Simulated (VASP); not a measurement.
Input:

```xyz
2
Lattice="0.0000 3.1792 3.1792 3.1792 0.0000 3.1792 3.1792 3.1792 0.0000" Properties=species:S:1:pos:R:3 pbc="T T T"
Pb     0.0000     0.0000     0.0000
Se     1.5896     1.5896     1.5896
```

Method: PBEsol GGA, VASP's PBE PAW potentials (set 64) (plane waves; VASP 6.6.1). Settings: 500 eV cut-off, 7×7×7 Γ-centred mesh, Gaussian smearing of 0.050 eV, potentials Pb_d Se.

Q: Predict the energy per atom (σ→0), pressure.

A: 
```json
{
  "energy per atom (σ→0)": "-4.010 eV/atom",
  "pressure": "9.98 GPa"
}
```

Total energies compare only between runs with the same potentials, cut-off and functional.

The structure was generated: PbSe was put into the zinc blende type (F-43m), which need not be its known phase. It was relaxed first under an external pressure of 10 GPa.
